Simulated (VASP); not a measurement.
**KF (relaxed from the CsCl type structure, space group Pm-3m): computed properties**

The numbers are results of r2SCAN meta-GGA, VASP's PBE PAW potentials (set 64) (plane waves; VASP), not measurements.

```
Property                                                                         Value
---------------------------------------------  ---------------------------------------
space group                                                                Pm-3m (221)
cell                                           a = b = c = 3.177 Å, α = β = γ = 90.00°
volume per atom                                                          16.04 Å³/atom
band gap (over mesh and band path)                                             7.74 eV
smallest direct gap (over mesh and band path)                                  7.77 eV
band-edge character                                                   indirect, M to Γ
density                                                                     3.01 g/cm³
```

```
CELL_PARAMETERS angstrom
      3.17730     0.00000     0.00000
      0.00000     3.17730     0.00000
      0.00000     0.00000     3.17730
ATOMIC_POSITIONS crystal
  K  0.00000 0.00000 0.00000
  F  0.50000 0.50000 0.50000
```

The structure was generated: KF was put into the CsCl type type (Pm-3m), which need not be its known phase. It was relaxed first, which changed the volume by -17 %. Symmetry was kept, so distortions that lower it aren't found.
